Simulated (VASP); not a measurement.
The system is HgTe (Coloradoite).

```
Hg Te
1.0
     0.00000    3.21450    3.21450
     3.21450    0.00000    3.21450
     3.21450    3.21450    0.00000
Hg Te
1 1
Direct
  0.00000 0.00000 0.00000
  0.25000 0.25000 0.25000
```

| Quantity | Value |
| --- | --- |
| Program | VASP 6.6.1 |
| Task | relaxation of cell and atoms |
| Functional | PBEsol |
| Potentials or basis | VASP PAW PBE potentials, release 64 (Hg, Te) |
| Cutoff | 600 eV |
| k mesh | 10 × 10 × 10 |
| Occupations | gaussian, width 0.03 eV |
| Spin | no spin polarisation |

At the start: pressure 1.9 GPa; volume 33.22 Å³/atom.

Problem. Where does the relaxation end?

Solution. Over 3 steps the energy falls by 7.7 meV/atom and the volume is 34.58 Å³/atom (+4.1 %); space group F-43m (No. 216, to 0.05 Å).

The path:
| step | energy change (eV) | largest force (eV/Å) | pressure (GPa) | volume (Å³) |
| --- | --- | --- | --- | --- |
| 1 | 0.0000 | 0.0000 | 1.88 | 66.43 |
| 2 | -0.0133 | 0.0000 | -0.63 | 70.26 |
| 3 | -0.0155 | 0.0000 | 0.00 | 69.17 |

Final structure:
```
CELL_PARAMETERS angstrom
0.00000 3.25801 3.25801
3.25801 0.00000 3.25801
3.25801 3.25801 0.00000
ATOMIC_POSITIONS crystal
Hg 0.00000 0.00000 0.00000
Te 0.25000 0.25000 0.25000
```

Caveat: the PAW data sets were made with another functional, which shifts forces and pressure a little.
